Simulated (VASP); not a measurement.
Computed with HSE06 screened hybrid, VASP's PBE PAW potentials (set 64) (plane waves; VASP).

Input for VASP

KPOINTS:
```
Automatic mesh
0
Gamma
1 1 1
0 0 0
```

**POSCAR**
```
C63
1
    7.1465551590     0.0000000000     0.0000000000
    0.0000000000     7.1465551590     0.0000000000
    0.0000000000     0.0000000000     7.1465551590
C
63
Direct
  0.5000050096   0.9994827803   0.9994424717
  0.6247813331   0.1234685595   0.1234584151
  0.7497362479   0.2497290638   0.9989219879
  0.8760080259   0.3746816273   0.1234461098
  0.7497098172   0.9989259810   0.2497422479
  0.8759842853   0.1234803325   0.3746772289
  0.0000042688   0.9994788839   0.9994515360
  0.1252645600   0.1247783792   0.1247239151
  0.2502973606   0.2497308721   0.0000000835
  0.3756595193   0.3751429145   0.1252939799
  0.5000229087   0.4994417773   0.9994277066
  0.6243236050   0.6237956719   0.1252957239
  0.7497072974   0.7491688482   0.0000069775
  0.8747232627   0.8741985363   0.1247342468
  0.2502838551   0.0000587590   0.2496936789
  0.3756501024   0.1253271680   0.3750827187
  0.5013196245   0.2506006068   0.2505855840
  0.6353158844   0.3641298750   0.3641593053
  0.7488559775   0.4981168444   0.2505835892
  0.8741330347   0.6237895342   0.3750943145
  0.5000116944   0.9994477164   0.4994277372
  0.6243566849   0.1252897303   0.6238154269
  0.7488662946   0.2505715180   0.4981514580
  0.8741757188   0.3751113401   0.6238137244
  0.7497526071   0.0000018265   0.7491539370
  0.8747579330   0.1247355773   0.8741778512
  0.9999783628   0.4994429562   0.9993954140
  0.1239604223   0.6242491725   0.1233553301
  0.2502793308   0.7491585636   0.9987911443
  0.3752117729   0.8755047239   0.1233777574
  0.0005621958   0.2497713010   0.2497568577
  0.1258455518   0.3751353352   0.3750987849
  0.2510611781   0.5008577734   0.2504615519
  0.3645383290   0.6349051361   0.3639304651
  0.4986377713   0.7483847439   0.2505167093
  0.6243239597   0.8735772100   0.3751215470
  0.9999765374   0.9994728384   0.4994114290
  0.1240091283   0.1234106237   0.6241967920
  0.2511367689   0.2505437473   0.5007649272
  0.3646909946   0.3640188841   0.6347490508
  0.6354017555   0.6347627532   0.6347867687
  0.7488772639   0.7483221949   0.5007636019
  0.8760082029   0.8754388752   0.6242287974
  0.2502952955   0.9988575908   0.7491195164
  0.3752197633   0.1234361091   0.8754442297
  0.4987084366   0.2505217373   0.7483315086
  0.6243696048   0.3751104298   0.8735988445
  0.7489281282   0.5007696072   0.7483361357
  0.8760069776   0.6242615933   0.8754310805
  0.9994189167   0.7492160270   0.2496993216
  0.1239933200   0.8754794151   0.3746346976
  0.0000056069   0.4994572316   0.4994170989
  0.1258956110   0.6237425058   0.6237281521
  0.2511036066   0.7483301481   0.4979975791
  0.3757011234   0.8735378439   0.6237221754
  0.9994767929   0.2497456598   0.7491590997
  0.1240582083   0.3746657926   0.8754106935
  0.2511707040   0.4980404002   0.7482315357
  0.3757145983   0.6237533660   0.8735065620
  0.5013856000   0.7483126591   0.7482756830
  0.6247959891   0.8754299370   0.8754285544
  0.0005613674   0.7491692925   0.7491102024
  0.1252979106   0.8741740975   0.8741484446
```

**INCAR**
```
SYSTEM = C63
PREC = Normal; ENCUT = 400; LREAL = Auto
LASPH = .True.; ISYM = 0; NELECT = 253.0
EDIFF = 1E-5; NELM = 50; NELMIN = 4
ALGO = Normal
ISMEAR = 0; SIGMA = 0.05
GGA = PE; LHFCALC = .True.; AEXX = 0.25
HFSCREEN = 0.2; PRECFOCK = Fast
ISPIN = 2; MAGMOM = 63*0.0476; NUPDOWN = 3
ISIF = 0
LWAVE = .False.; LCHARG = .False.; LORBIT = 10
```

POTCAR, in this order: C (PBE.64 set). Program: vasp_gam. Read from the step before: WAVECAR.

Output

OSZICAR:
```
       N       E                     dE             d eps       ncg     rms          rms(c)
DAV:   1    -0.644131216928E+03   -0.64413E+03   -0.84463E+00   636   0.805E+00    0.401E+00
DAV:   2    -0.644166253172E+03   -0.35036E-01   -0.17096E-01   720   0.954E-01    0.241E+00
DAV:   3    -0.644151386338E+03    0.14867E-01   -0.17216E-02   720   0.319E-01    0.132E+00
DAV:   4    -0.644146829622E+03    0.45567E-02   -0.45147E-03   704   0.173E-01    0.697E-01
DAV:   5    -0.644145579411E+03    0.12502E-02   -0.10936E-03   690   0.893E-02    0.372E-01
DAV:   6    -0.644145218768E+03    0.36064E-03   -0.25270E-04   690   0.439E-02    0.201E-01
DAV:   7    -0.644145112734E+03    0.10603E-03   -0.61460E-05   705   0.226E-02    0.109E-01
DAV:   8    -0.644145080782E+03    0.31952E-04   -0.14284E-05   393   0.116E-02    0.606E-02
DAV:   9    -0.644145071598E+03    0.91842E-05   -0.57041E-06   378   0.804E-03
   1 F= -.64414507E+03 E0= -.64414507E+03  d E =-.345850E-14  mag=     3.0000
```

**OUTCAR**
```
------------------------ aborting loop because EDIFF is reached ----------------------------------------
  volume of cell :      365.00
      direct lattice vectors                 reciprocal lattice vectors
     7.146555159  0.000000000  0.000000000     0.139927556  0.000000000  0.000000000
     0.000000000  7.146555159  0.000000000     0.000000000  0.139927556  0.000000000
     0.000000000  0.000000000  7.146555159     0.000000000  0.000000000  0.139927556
 POSITION                                       TOTAL-FORCE (eV/Angst)
 -----------------------------------------------------------------------------------
      3.57331      7.14286      7.14257         0.001601     -0.009448     -0.010134
      4.46503      0.88237      0.88230        -0.028160      0.028636      0.028074
      5.35803      1.78470      7.13885         0.011983     -0.009697     -0.012055
      6.26044      2.67768      0.88221        -0.032531      0.026528      0.029985
      5.35784      7.13888      1.78480         0.011670     -0.011383     -0.011970
      6.26027      0.88246      2.67765        -0.028604      0.027575      0.025658
      0.00003      7.14283      7.14264         0.003491     -0.006797     -0.005114
      0.89521      0.89174      0.89135         0.011258      0.006834      0.013150
      1.78876      1.78472      0.00000        -0.010964     -0.008224      0.000929
      2.68467      2.68098      0.89542         0.005275      0.007119      0.022756
      3.57344      3.56929      7.14247        -0.002667      0.000538     -0.004225
      4.46176      4.45799      0.89543        -0.005402     -0.002651      0.027896
      5.35782      5.35398      0.00005         0.016763      0.010832      0.001244
      6.25126      6.24751      0.89142        -0.013805     -0.001313      0.007617
      1.78867      0.00042      1.78445        -0.012890     -0.001144     -0.013185
      2.68460      0.89566      2.68055         0.011158      0.021184      0.012250
      3.58271      1.79093      1.79082        -0.026455     -0.108259     -0.110851
      4.54032      2.60227      2.60248        -0.014206      0.011702      0.006535
      5.35174      3.55982      1.79081         0.112291      0.033700     -0.112990
      6.24704      4.45795      2.68063        -0.023989     -0.001148      0.008390
      3.57336      7.14261      3.56919        -0.001983     -0.003543      0.000022
      4.46200      0.89539      4.45813        -0.005924      0.024598     -0.010207
      5.35181      1.79072      3.56007         0.113973     -0.107169      0.028529
      6.24734      2.68075      4.45812        -0.027539      0.009916     -0.012887
      5.35815      0.00001      5.35387         0.008715      0.000626      0.014808
      6.25151      0.89143      6.24736        -0.013288      0.012514     -0.005444
      7.14640      3.56930      7.14223         0.007794      0.003796     -0.000123
      0.88589      4.46123      0.88157         0.027487     -0.023261      0.030661
      1.78864      5.35390      7.13792        -0.007948      0.014221      0.005739
      2.68147      6.25684      0.88173         0.025754     -0.033647      0.033692
      0.00402      1.78500      1.78490         0.002663     -0.014661     -0.019667
      0.89936      2.68093      2.68066         0.028584      0.011001      0.006377
      1.79422      3.57941      1.78994        -0.103495     -0.043151     -0.099768
      2.60519      4.53738      2.60085         0.025490     -0.026936      0.018215
      3.56354      5.34837      1.79033         0.033234      0.104642     -0.112328
      4.46177      6.24307      2.68083        -0.005676     -0.015819      0.000808
      7.14639      7.14279      3.56907         0.004741     -0.009307      0.004182
      0.88624      0.88196      4.46086         0.024709      0.034299     -0.023991
      1.79476      1.79052      3.57874        -0.112112     -0.106922     -0.034868
      2.60628      2.60148      4.53627         0.016961      0.015409     -0.013964
      4.54093      4.53637      4.53654        -0.016660     -0.013348     -0.019862
      5.35189      5.34793      3.57873         0.113190      0.106632     -0.028305
      6.26044      6.25637      4.46109        -0.033247     -0.024730     -0.031431
      1.78875      7.13839      5.35362        -0.010616     -0.002423      0.016059
      2.68153      0.88214      6.25641         0.029585      0.031045     -0.031382
      3.56405      1.79037      5.34799         0.023043     -0.103053      0.111044
      4.46209      2.68075      6.24322        -0.008919      0.004664     -0.024862
      5.35226      3.57878      5.34803         0.104752     -0.027302      0.109128
      6.26043      4.46132      6.25632        -0.033792     -0.028958     -0.030932
      7.14240      5.35431      1.78449         0.000222     -0.000107     -0.013450
      0.88613      6.25666      2.67735         0.029245     -0.026755      0.023738
      0.00004      3.56940      3.56911        -0.000970     -0.005858      0.002178
      0.89972      4.45761      4.45751         0.021194      0.001276     -0.010533
      1.79453      5.34798      3.55897        -0.109663      0.111565      0.049815
      2.68497      6.24279      4.45746         0.001052     -0.018869     -0.006739
      7.14282      1.78482      5.35391        -0.001943     -0.020057      0.009014
      0.88659      2.67757      6.25617         0.022826      0.027270     -0.027845
      1.79501      3.55927      5.34728        -0.110129      0.043663      0.119951
      2.68507      4.45769      6.24256         0.001236     -0.005619     -0.023081
      3.58318      5.34786      5.34759        -0.036178      0.104582      0.112152
      4.46514      6.25631      6.25630        -0.024570     -0.020079     -0.026755
      0.00401      5.35398      5.35356         0.009999      0.009576      0.020730
      0.89545      6.24733      6.24715         0.002388     -0.004302     -0.012380
 -----------------------------------------------------------------------------------
    total drift:                               -0.012412     -0.012881     -0.013941
  FREE ENERGIE OF THE ION-ELECTRON SYSTEM (eV)
  ---------------------------------------------------
  free  energy   TOTEN  =      -644.1450715979 eV

  energy  without entropy=     -644.1450715979  energy(sigma->0) =     -644.14507160

  exchange ACFDT corr.  =         0.00000000  see jH, gK, PRB 81, 115126

 total charge

# of ion       s       p       d       tot
------------------------------------------
    1        0.838   1.768   0.000   2.607
    2        0.834   1.749   0.000   2.583
    3        0.831   1.752   0.000   2.583
    4        0.834   1.749   0.000   2.583
    5        0.831   1.752   0.000   2.583
    6        0.834   1.749   0.000   2.583
    7        0.831   1.751   0.000   2.581
    8        0.833   1.755   0.000   2.588
    9        0.831   1.752   0.000   2.583
   10        0.831   1.750   0.000   2.582
   11        0.831   1.759   0.000   2.590
   12        0.831   1.750   0.000   2.582
   13        0.831   1.752   0.000   2.583
   14        0.833   1.755   0.000   2.588
   15        0.831   1.752   0.000   2.583
   16        0.831   1.751   0.000   2.582
   17        0.832   1.759   0.000   2.591
   18        0.843   1.741   0.000   2.584
   19        0.832   1.759   0.000   2.591
   20        0.831   1.750   0.000   2.582
   21        0.831   1.759   0.000   2.590
   22        0.831   1.751   0.000   2.582
   23        0.832   1.759   0.000   2.591
   24        0.831   1.751   0.000   2.582
   25        0.831   1.752   0.000   2.583
...
```
(Selected blocks of OUTCAR.)

The cell is charged, with a uniform compensating background. The supercell is sampled at Γ alone, which is coarse: total energies, pressure and levels can be off, energies of defects by several tenths of an eV.

The cell is a supercell with a defect, built from C (diamond): vac_C, charge -1. The cell's shape comes from a PBE relaxation.
